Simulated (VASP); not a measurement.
# Bi2Se3 (Paraguanajuatite): what moves the LDA gap besides the functional

Aim: test what besides the functional moves the gap of Bi2Se3 (Paraguanajuatite). The starting structure is a measured crystal structure from the Crystallography Open Database. The atoms were first relaxed with LDA in that cell, in a run that isn't shown, and the relaxed structure is the one below.

Main program and level: VASP 6.6.1; Kohn-Sham DFT with plane waves and PAW; LDA.

### Step 1. Set-up

It takes space group R-3m (No. 166, trigonal). The conventional cell has a = 4.143 Å, b = 4.143 Å, c = 28.636 Å, α = 90.00°, β = 90.00°, γ = 120.00°. Bi has 6 Se at 2.86 to 3.06 Å nearest. Se has 3 Bi at 2.86 Å nearest. Nearest to Se lie 6 Bi at 3.06 Å. Farther neighbours and most contacts between anions are not listed.

### Step 2. Reference bands

File INCAR:

```
SYSTEM = Bi2Se3
PREC = Accurate
ENCUT = 350
EDIFF = 1E-06
NELM = 100
ISMEAR = 0
SIGMA = 0.03
LREAL = .FALSE.
ALGO = Normal
GGA = CA
NBANDS = 39
LORBIT = 11
LWAVE = .FALSE.
LCHARG = .FALSE.
KPAR = 16
LASPH = .TRUE.
```

File POSCAR:

```
Bi2Se3
1.0
   -4.1430000000      0.0000000000      0.0000000000
    2.0715000000     -3.5879432479      0.0000000000
    2.0715000000      1.1959810826      9.5453333333
Bi Se
2 3
Direct
    0.2001387802      0.6000693901      0.8002081703
    0.7998612198      0.3999306099      0.1997918297
    0.5753992533      0.7876996267      0.3630988800
    0.4246007467      0.2123003733      0.6369011200
    0.0000000000      0.0000000000      0.0000000000
```

File KPOINTS:

```
Automatic mesh
0
Gamma
6 6 6
0 0 0
```

File KPOINTS_OPT:

```
Line mode
8
Line-mode
Reciprocal
  0.00000000   0.00000000   0.00000000 GAMMA
  0.00000000  -0.50000000   0.00000000 L

  0.00000000  -0.50000000   0.00000000 L
 -0.35426507  -0.32286747   0.17713253 B1

 -0.32286747  -0.32286747  -0.17713253 B
  0.00000000   0.00000000  -0.50000000 Z

  0.00000000   0.00000000  -0.50000000 Z
  0.00000000   0.00000000   0.00000000 GAMMA

  0.00000000   0.00000000   0.00000000 GAMMA
 -0.33856627  -0.33856627   0.33856627 X

 -0.33856627  -0.32286747   0.00000000 Q
 -0.50000000   0.00000000   0.00000000 F

 -0.50000000   0.00000000   0.00000000 F
 -0.48430120   0.00000000  -0.17713253 P1

 -0.48430120   0.00000000  -0.17713253 P1
  0.00000000   0.00000000  -0.50000000 Z

  0.00000000  -0.50000000   0.00000000 L
  0.00000000  -0.48430120  -0.33856627 P
```

The projector-augmented-wave data sets are Bi_d and Se (LDA family, release 64).

Run with:

```console
$ mpirun -np 16 vasp_std
```

The program printed:

```text
[banner, memory and clock lines left out]
running   16 mpi-ranks, on    1 nodes
 distrk:  each k-point on    1 cores,   16 groups
 distr:  one band on    1 cores,    1 groups

 POSCAR found type information on POSCAR BiSe
 POSCAR found :  2 types and       5 ions
|                                                                             |
|           W    W    AA    RRRRR   N    N  II  N    N   GGGG   !!!           |
|           W    W   A  A   R    R  NN   N  II  NN   N  G    G  !!!           |
|           W    W  A    A  R    R  N N  N  II  N N  N  G       !!!           |
|           W WW W  AAAAAA  RRRRR   N  N N  II  N  N N  G  GGG   !            |
|           WW  WW  A    A  R   R   N   NN  II  N   NN  G    G                |
|           W    W  A    A  R    R  N    N  II  N    N   GGGG   !!!           |
|                                                                             |
|     For optimal performance we recommend to set                             |
|       NCORE = 2 up to number-of-cores-per-socket                            |
|     NCORE specifies how many cores store one orbital (NPAR=cpu/NCORE).      |
|     This setting can greatly improve the performance of VASP for DFT.       |
|     The default, NCORE=1 might be grossly inefficient on modern             |
|     multi-core architectures or massively parallel machines. Do your        |
|     Unfortunately you need to use the default for GW and RPA                |
|     calculations (for HF NCORE is supported but not extensively tested      |
|     yet).                                                                   |
|                                                                             |

 LDA part: xc-table for (Slater(with rela. corr.)+CA(PZ))
 , standard interpolation
 POSCAR, INCAR and KPOINTS ok, starting setup
 FFT: planning ... GRIDC
 FFT: planning ... GRID_SOFT
 FFT: planning ... GRID
 WAVECAR not read
 entering main loop
       N       E                     dE             d eps       ncg     rms          rms(c)
DAV:   1     0.405498960470E+03    0.40550E+03   -0.17780E+04  2496   0.966E+02
DAV:   2     0.224009792576E+02   -0.38310E+03   -0.36130E+03  2612   0.299E+02
DAV:   3    -0.224616014763E+02   -0.44863E+02   -0.43439E+02  3082   0.117E+02
DAV:   4    -0.241368586340E+02   -0.16753E+01   -0.16690E+01  2955   0.252E+01
DAV:   5    -0.241972217396E+02   -0.60363E-01   -0.60357E-01  3522   0.438E+00    0.527E+00
DAV:   6    -0.234141983959E+02    0.78302E+00   -0.72795E-01  3550   0.596E+00    0.329E+00
DAV:   7    -0.234021446631E+02    0.12054E-01   -0.26905E-01  2862   0.195E+00    0.176E+00
DAV:   8    -0.233973346671E+02    0.48100E-02   -0.36624E-02  2969   0.899E-01    0.486E-01
DAV:   9    -0.233965700368E+02    0.76463E-03   -0.23404E-03  3271   0.270E-01    0.107E-01
DAV:  10    -0.233965686485E+02    0.13884E-05   -0.39205E-04  2956   0.954E-02    0.483E-02
DAV:  11    -0.233965717383E+02   -0.30899E-05   -0.49489E-05  3146   0.422E-02    0.218E-02
DAV:  12    -0.233965748250E+02   -0.30866E-05   -0.18966E-05  2661   0.172E-02    0.685E-03
DAV:  13    -0.233965746254E+02    0.19960E-06   -0.12782E-06  2050   0.698E-03
   1 F= -.23396575E+02 E0= -.23396567E+02  d E =-.156615E-04
 Start KPOINTS_OPT (optional k-point list driver)
k-point batch [1-32\72]
       N       E                     dE             ncg
DAV:   1     0.121856649193E+04   -0.19598E+05     2496
DAV:   2    -0.109427461206E+05   -0.12161E+05     2604
DAV:   3    -0.123717432876E+05   -0.14290E+04     3067
DAV:   4    -0.124253242322E+05   -0.53581E+02     2948
DAV:   5    -0.124272494658E+05   -0.19252E+01     3557
DAV:   6    -0.124272866635E+05   -0.37198E-01     3323
DAV:   7    -0.124272874462E+05   -0.78268E-03     3581
DAV:   8    -0.124272874578E+05   -0.11595E-04     3084
DAV:   9    -0.124272874581E+05   -0.30388E-06     1910
[...]
k-point batch [65-72\72]
       N       E                     dE             ncg
DAV:   1     0.240989379802E+05   -0.93603E+04      624
DAV:   2     0.211116387351E+05   -0.29873E+04      664
DAV:   3     0.207774488585E+05   -0.33419E+03      751
DAV:   4     0.207659360168E+05   -0.11513E+02      744
DAV:   5     0.207654551466E+05   -0.48087E+00      914
DAV:   6     0.207654481985E+05   -0.69481E-02      824
DAV:   7     0.207654480163E+05   -0.18219E-03      921
DAV:   8     0.207654480135E+05   -0.27827E-05      736
DAV:   9     0.207654480134E+05   -0.10638E-06      473
```

The job ended after 20 s (16 MPI ranks of Intel Xeon 6975P-C (Granite Rapids), shared host; peak memory 4.4 GiB; 4.2 min of CPU time).

Lines that name or quote the potential files are left out of all logs, and their timing lines are given in words.

From OUTCAR (step 2):

```text
ion  position               nearest neighbor table
   1  0.200  0.600  0.800-   4 2.86   4 2.86   4 2.86   5 3.06   5 3.06   5 3.06
   2  0.800  0.400  0.200-   3 2.86   3 2.86   3 2.86   5 3.06   5 3.06   5 3.06
   3  0.575  0.788  0.363-   2 2.86   2 2.86   2 2.86
   4  0.425  0.212  0.637-   1 2.86   1 2.86   1 2.86
   5  0.000  0.000  0.000-   1 3.06   2 3.06   2 3.06   1 3.06   2 3.06   1 3.06

  LATTYP: Found a trigonal (rhomboedric) cell.
 ALAT       =     9.8404710987
 COS(alpha) =     0.9113725833

 Subroutine GETGRP returns: Found 12 space group operations
 (whereof 12 operations were pure point group operations)

The static configuration has the point symmetry D_3d.

 Found     32 irreducible k-points:

   k-points           NKPTS =     32   k-points in BZ     NKDIM =     32   number of bands    NBANDS=     39

   dimension x,y,z NGX =    28 NGY =   28 NGZ =   60
   dimension x,y,z NGXF=    56 NGYF=   56 NGZF=  120

   ENCUT  =  350.0 eV  25.72 Ry    5.07 a.u.   6.32  6.32 15.01*2*pi/ulx,y,z

   NELECT =      48.0000    total number of electrons

 k-points in reciprocal lattice and weights: Automatic mesh
   0.00000000  0.00000000  0.00000000       0.005
   0.16666667  0.00000000 -0.00000000       0.028
   0.33333333 -0.00000000 -0.00000000       0.028
   0.50000000 -0.00000000 -0.00000000       0.014
   0.00000000  0.16666667 -0.00000000       0.028
   0.16666667  0.16666667 -0.00000000       0.056
   0.33333333  0.16666667 -0.00000000       0.056
   0.00000000  0.33333333 -0.00000000       0.028
   0.16666667  0.33333333 -0.00000000       0.056
[...]
0.16666667  0.16666667  0.33333333       0.028
   0.00000000  0.00000000  0.50000000       0.005

 average (electrostatic) potential at core
       1-106.3662       2-106.3662       3 -59.3693       4 -59.3693       5 -59.2545

 E-fermi :   4.8739

 k-point     1 :       0.0000    0.0000    0.0000
  band No.  band energies     occupation
    ...
     20       3.0172      2.00000
     21       3.0172      2.00000
     22       3.6317      2.00000
     23       3.6317      2.00000
     24       4.8284      1.96815
     25       4.9195      0.03185
     26       6.1540      0.00000
     27       6.1540      0.00000
     28       6.8835      0.00000
     29       7.5096      0.00000
    ...

 k-point     2 :       0.1667    0.0000   -0.0000
  band No.  band energies     occupation
    ...
     20       2.9913      2.00000
     21       3.1915      2.00000
     22       3.4728      2.00000
     23       3.9589      2.00000
     24       4.2227      2.00000
     25       6.0259      0.00000
     26       6.4234      0.00000
     27       6.7105      0.00000
     28       7.1019      0.00000
     29       7.7286      0.00000
    ...

 k-point     3 :       0.3333   -0.0000   -0.0000
  band No.  band energies     occupation
    ...
     20       2.4861      2.00000
     21       2.5884      2.00000
     22       3.1916      2.00000
     23       3.3028      2.00000
     24       3.5183      2.00000
     25       6.3830      0.00000
     26       7.2570      0.00000
     27       7.6036      0.00000
     28       7.7021      0.00000
     29       8.1566      0.00000
    ...

  Total       -1.6264009     -1.6264009     -1.5269681      0.0000000      0.0000000      0.0000000
  in kB      -18.3648168    -18.3648168    -17.2420514      0.0000000      0.0000000      0.0000000
  external PRESSURE =     -17.9905617 kB  Pullay stress =       0.0000000 kB

  energy-cutoff  :      350.00
  volume of cell :      141.89
      direct lattice vectors                 reciprocal lattice vectors
    -4.143000000  0.000000000  0.000000000    -0.241370987 -0.139355604  0.069842157
     2.071500000 -3.587943248  0.000000000     0.000000000 -0.278711209  0.034921078
     2.071500000  1.195981083  9.545333333     0.000000000  0.000000000  0.104763235

 POSITION                                       TOTAL-FORCE (eV/Angst)
 -----------------------------------------------------------------------------------
      2.07150     -1.19598      7.63825        -0.000000     -0.000000      0.006096
     -2.07150     -1.19598      1.90708         0.000000      0.000000     -0.006096
      0.00000     -2.39196      3.46590         0.000000     -0.000000      0.002950
     -0.00000      0.00000      6.07943        -0.000000      0.000000     -0.002950
      0.00000      0.00000      0.00000        -0.000000      0.000000      0.000000
 -----------------------------------------------------------------------------------
    total drift:                                0.000000      0.000000      0.000000

  FREE ENERGIE OF THE ION-ELECTRON SYSTEM (eV)
  ---------------------------------------------------
  free  energy   TOTEN  =       -23.3965746254 eV

  energy  without entropy=      -23.3965589639  energy(sigma->0) =      -23.39656679

 total charge
# of ion       s       p       d       tot
------------------------------------------
    1        1.618   1.088   9.958  12.664
    2        1.618   1.088   9.958  12.664
    3        1.496   2.252   0.023   3.771
    4        1.496   2.252   0.023   3.771
    5        1.479   2.315   0.022   3.815
--------------------------------------------------
tot          7.707   8.996  19.983  36.685

[... 3 further parts left out ...]
```

Spin-orbit coupling is off here; with elements this heavy it can split and shift levels by tenths of an eV, and by up to about 1 eV where a band edge is a 6p state.

The reference gap is 0.091 eV.

### Step 3. Bands with cell and atoms relaxed by LDA

Against step 2 the input has another starting structure. The cell comes from a relaxation at this level, not shown (135.92 Å³).

INCAR is that of step 2.

File POSCAR:

```
Bi2Se3
1.0
   -4.1074222878      0.0000000000      0.0000000000
    2.0537111439     -3.5571320454      0.0000000000
    2.0537111439      1.1857106818      9.3030846556
Bi Se
2 3
Direct
    0.1974731022      0.5987365511      0.7962096533
    0.8025268978      0.4012634489      0.2037903467
    0.5815975489      0.7907987745      0.3723963234
    0.4184024511      0.2092012255      0.6276036766
    0.0000000000      0.0000000000      0.0000000000
```

KPOINTS is that of step 2.

File KPOINTS_OPT:

```
Line mode
8
Line-mode
Reciprocal
  0.00000000   0.00000000   0.00000000 GAMMA
  0.00000000  -0.50000000   0.00000000 L

  0.00000000  -0.50000000   0.00000000 L
 -0.35499253  -0.32250374   0.17749626 B1

 -0.32250374  -0.32250374  -0.17749626 B
  0.00000000   0.00000000  -0.50000000 Z

  0.00000000   0.00000000  -0.50000000 Z
  0.00000000   0.00000000   0.00000000 GAMMA

  0.00000000   0.00000000   0.00000000 GAMMA
 -0.33874813  -0.33874813   0.33874813 X

 -0.33874813  -0.32250374   0.00000000 Q
 -0.50000000   0.00000000   0.00000000 F

 -0.50000000   0.00000000   0.00000000 F
 -0.48375561   0.00000000  -0.17749626 P1

 -0.48375561   0.00000000  -0.17749626 P1
  0.00000000   0.00000000  -0.50000000 Z

  0.00000000  -0.50000000   0.00000000 L
  0.00000000  -0.48375561  -0.33874813 P
```

Run with:

```console
$ mpirun -np 16 vasp_std
```

The program printed:

```text
[banner, memory and clock lines left out]
running   16 mpi-ranks, on    1 nodes
[...]
[... a notice as in an earlier step ...]

 LDA part: xc-table for (Slater(with rela. corr.)+CA(PZ))
 , standard interpolation
 POSCAR, INCAR and KPOINTS ok, starting setup
[...]
entering main loop
       N       E                     dE             d eps       ncg     rms          rms(c)
DAV:   1     0.406755282879E+03    0.40676E+03   -0.17941E+04  2504   0.987E+02
DAV:   2     0.229567249671E+02   -0.38380E+03   -0.36185E+03  2572   0.302E+02
DAV:   3    -0.223752362536E+02   -0.45332E+02   -0.43774E+02  3168   0.117E+02
DAV:   4    -0.241114561578E+02   -0.17362E+01   -0.17281E+01  2969   0.251E+01
[...]
DAV:  11    -0.234277103682E+02   -0.29840E-05   -0.51768E-05  3032   0.420E-02    0.245E-02
DAV:  12    -0.234277138931E+02   -0.35249E-05   -0.19334E-05  2743   0.168E-02    0.681E-03
DAV:  13    -0.234277136479E+02    0.24518E-06   -0.13283E-06  1950   0.858E-03
   1 F= -.23427714E+02 E0= -.23427654E+02  d E =-.118303E-03
 Start KPOINTS_OPT (optional k-point list driver)
k-point batch [1-32\72]
       N       E                     dE             ncg
DAV:   1     0.209043956880E+04   -0.19245E+05     2496
DAV:   2    -0.102199017388E+05   -0.12310E+05     2589
DAV:   3    -0.116925645347E+05   -0.14727E+04     3036
DAV:   4    -0.117484409644E+05   -0.55876E+02     2969
DAV:   5    -0.117504554311E+05   -0.20145E+01     3538
DAV:   6    -0.117504881934E+05   -0.32762E-01     3314
DAV:   7    -0.117504888460E+05   -0.65258E-03     3585
DAV:   8    -0.117504888565E+05   -0.10530E-04     3107
DAV:   9    -0.117504888568E+05   -0.28763E-06     1870
[...]
k-point batch [65-72\72]
       N       E                     dE             ncg
DAV:   1     0.243415753301E+05   -0.90446E+04      624
DAV:   2     0.212603174883E+05   -0.30813E+04      655
DAV:   3     0.209131504556E+05   -0.34717E+03      737
DAV:   4     0.209009242787E+05   -0.12226E+02      752
DAV:   5     0.209004318747E+05   -0.49240E+00      929
DAV:   6     0.209004246988E+05   -0.71759E-02      817
DAV:   7     0.209004245213E+05   -0.17752E-03      922
DAV:   8     0.209004245185E+05   -0.27996E-05      745
DAV:   9     0.209004245184E+05   -0.79785E-07      481
```

It took 21 s on 16 MPI ranks; peak memory 4.4 GiB; 4.5 min of CPU time.

From OUTCAR (step 3):

```text
  Total       -0.2507458     -0.2507458     -0.2651132      0.0000000      0.0000000      0.0000000
  in kB       -2.9556153     -2.9556153     -3.1249685      0.0000000      0.0000000      0.0000000
  external PRESSURE =      -3.0120664 kB  Pullay stress =       0.0000000 kB

 POSITION                                       TOTAL-FORCE (eV/Angst)
 -----------------------------------------------------------------------------------
      2.05371     -1.18571      7.40721        -0.000000     -0.000000     -0.001874
     -2.05371     -1.18571      1.89588         0.000000      0.000000      0.001874
      0.00000     -2.37142      3.46443        -0.000000      0.000000      0.005208
     -0.00000      0.00000      5.83865         0.000000     -0.000000     -0.005208
      0.00000      0.00000      0.00000         0.000000      0.000000     -0.000000
 -----------------------------------------------------------------------------------
    total drift:                               -0.000000      0.000000      0.000000

  FREE ENERGIE OF THE ION-ELECTRON SYSTEM (eV)
  ---------------------------------------------------
  free  energy   TOTEN  =       -23.4277136479 eV

  energy  without entropy=      -23.4275953449  energy(sigma->0) =      -23.42765450

[... 1 part as in an earlier step ...]

[... 2 further parts left out ...]
[key lines of the parts left out:]
E-fermi :   5.4499
```

With cell and atoms relaxed by LDA the gap is 0.032 eV, -0.059 eV from the reference.

### Step 4. Bands with no band path

Against step 2 the input has no band path (also changed: NBANDS).

Edit INCAR of step 3 so:

```diff
@@ -10,3 +10,3 @@
 GGA = CA
-NBANDS = 39
+NBANDS = 30
 LORBIT = 11
```

File POSCAR:

```
Bi2Se3
1.0
   -4.1430000000      0.0000000000      0.0000000000
    2.0715000000     -3.5879432479      0.0000000000
    2.0715000000      1.1959810826      9.5453333333
Bi Se
2 3
Direct
    0.2001387802      0.6000693901      0.8002081703
    0.7998612198      0.3999306099      0.1997918297
    0.5753992533      0.7876996267      0.3630988800
    0.4246007467      0.2123003733      0.6369011200
    0.0000000000      0.0000000000      0.0000000000
```

KPOINTS is that of step 3.

Run with:

```console
$ mpirun -np 16 vasp_std
```

The program printed:

```text
[... set-up lines as in an earlier step ...]
 entering main loop
       N       E                     dE             d eps       ncg     rms          rms(c)
DAV:   1     0.400749522085E+03    0.40075E+03   -0.18674E+04  1920   0.125E+03
DAV:   2     0.201741260012E+02   -0.38058E+03   -0.36687E+03  2086   0.360E+02
DAV:   3    -0.225411635582E+02   -0.42715E+02   -0.41107E+02  2508   0.138E+02
DAV:   4    -0.241409482658E+02   -0.15998E+01   -0.15888E+01  2228   0.286E+01
[...]
DAV:  11    -0.233965698188E+02   -0.73059E-05   -0.15285E-04  2304   0.745E-02    0.314E-02
DAV:  12    -0.233965749124E+02   -0.50936E-05   -0.24662E-05  2220   0.268E-02    0.775E-03
DAV:  13    -0.233965746502E+02    0.26217E-06   -0.44464E-06  1954   0.189E-02
   1 F= -.23396575E+02 E0= -.23396567E+02  d E =-.156320E-04
```

It took 11 s on 16 MPI ranks; peak memory 3.3 GiB; 2.2 min of CPU time.

OUTCAR, selected parts (step 4):

```text
  Total       -1.6238218     -1.6238218     -1.5247826     -0.0000000      0.0000000      0.0000000
  in kB      -18.3356936    -18.3356936    -17.2173736     -0.0000000      0.0000000      0.0000000
  external PRESSURE =     -17.9629202 kB  Pullay stress =       0.0000000 kB

 POSITION                                       TOTAL-FORCE (eV/Angst)
 -----------------------------------------------------------------------------------
      2.07150     -1.19598      7.63825         0.000000     -0.000000      0.005684
     -2.07150     -1.19598      1.90708        -0.000000      0.000000     -0.005684
      0.00000     -2.39196      3.46590         0.000000     -0.000000      0.003135
     -0.00000      0.00000      6.07943        -0.000000      0.000000     -0.003135
      0.00000      0.00000      0.00000         0.000000      0.000000      0.000000
 -----------------------------------------------------------------------------------
    total drift:                                0.000000      0.000000      0.000000

  FREE ENERGIE OF THE ION-ELECTRON SYSTEM (eV)
  ---------------------------------------------------
  free  energy   TOTEN  =       -23.3965746502 eV

  energy  without entropy=      -23.3965590182  energy(sigma->0) =      -23.39656683

[... 1 part as in an earlier step ...]

[... 2 further parts left out ...]
[key lines of the parts left out:]
E-fermi :   4.8739
```

With no band path the gap is 0.091 eV, +0.000 eV from the reference, read on the mesh alone.

(Part 1 of 2 ends here.)

[Lines on the potential files, build, host, timing and source positions are cut from VASP's logs without a mark.]

[Logs are printed without paths, hosts, clocks, repeated set-up lines and the standing remarks that a program may print on its own settings, such as how far it seeks lower states.]

[Hosts, paths, dates, database ids (printed as entryN), source tags and the programs' standing remarks are cut or masked in the printed files.]
